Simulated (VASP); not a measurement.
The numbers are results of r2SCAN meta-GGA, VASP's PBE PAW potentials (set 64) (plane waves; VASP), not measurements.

A VASP calculation is set up with these files.

File KPOINTS:
```
K-points
0
G
12 12 12
0 0 0
```

INCAR:
```
SYSTEM=Pb
PREC=Accurate; ENCUT=480; LREAL=.FALSE.
LASPH=.TRUE.
EDIFF=1E-7; NELM=100; ALGO=Normal
LMAXMIX=4; LMIXTAU=.TRUE.
ISMEAR=1; SIGMA=0.1
METAGGA=R2SCAN
ISIF=2
LWAVE=.FALSE.; LCHARG=.FALSE.
```

**POSCAR**
```
Pb
1
    0.0000000000     2.4944493293     2.4944493293
    2.4944493293     0.0000000000     2.4944493293
    2.4944493293     2.4944493293    -0.0000000000
Pb
1
Direct
  0.0000000000   0.0000000000   0.0000000000
```

POTCAR, in this order: Pb_d (PBE.64 set). Program: vasp_std.

Unless said otherwise, spin-orbit coupling is left out, though it shifts the bands of the heavy elements here.

Predict the energy per atom (σ→0), band gap (on the k-mesh).

```yaml
energy per atom (σ→0): -56.265 eV/atom
band gap (on the k-mesh): none (metal, semimetal or under 0.01 eV)
```

File OSZICAR:
```
...
DAV:  14    -0.562648981254E+02   -0.31890E-03   -0.20254E-04  1623   0.179E-01    0.667E-03
DAV:  15    -0.562649212594E+02   -0.23134E-04   -0.29059E-05  1788   0.545E-02    0.555E-03
DAV:  16    -0.562649215602E+02   -0.30086E-06   -0.79415E-07  1814   0.728E-03    0.501E-03
DAV:  17    -0.562649206785E+02    0.88169E-06   -0.39407E-07  1647   0.597E-03    0.462E-03
DAV:  18    -0.562649211588E+02   -0.48033E-06   -0.54589E-06  1602   0.253E-02    0.142E-03
DAV:  19    -0.562649214930E+02   -0.33412E-06   -0.29825E-07  1749   0.527E-03    0.981E-04
DAV:  20    -0.562649214998E+02   -0.68433E-08   -0.75241E-08   900   0.472E-03
   1 F= -.56264921E+02 E0= -.56264768E+02  d E =-.461775E-03
```

The compound is Pb in the fcc structure. It was relaxed first.
